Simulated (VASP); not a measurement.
Data:

```xyz
2
Lattice="4.1710 0.0000 0.0000 0.0000 4.1710 0.0000 0.0000 0.0000 4.1710" Properties=species:S:1:pos:R:3 pbc="T T T"
Cs     0.0000     0.0000     0.0000
Au     2.0855     2.0855     2.0855
```

Method: PBEsol GGA, VASP's PBE PAW potentials (set 64) (plane waves; VASP). Settings: 400 eV cut-off, Gaussian smearing of 0.050 eV, potentials Cs_sv Au.

Unless said otherwise, spin-orbit coupling is left out, though it shifts the bands of the heavy elements here.

Question: Give the energies of bands 5 to 13 at the high-symmetry points, in eV from the valence-band maximum.

Answer: 
| band | Γ | X | M | R |
|---|---|---|---|---|
| 5 | -3.29 | -2.62 | -2.85 | -2.19 |
| 6 | -2.74 | -2.27 | -2.60 | -2.19 |
| 7 | -2.74 | -2.22 | -2.45 | -2.19 |
| 8 | -2.26 | -2.21 | -2.45 | -1.99 |
| 9 | -2.26 | -2.21 | -2.00 | -1.99 |
| 10 | -2.26 | -0.88 | -1.27 | 0.00 |
| 11 | 3.94 | 0.77 | 3.59 | 1.32 |
| 12 | 3.94 | 3.86 | 3.59 | 1.32 |
| 13 | 6.74 | 4.42 | 4.47 | 1.32 |

The gap is indirect, 0.77 eV, from the valence maximum at R to the conduction minimum at X.

The structure comes from a computed database's CsAu entry (Pm-3m); how it stands against other phases isn't given here. It was relaxed first, which changed the volume by -8 %.
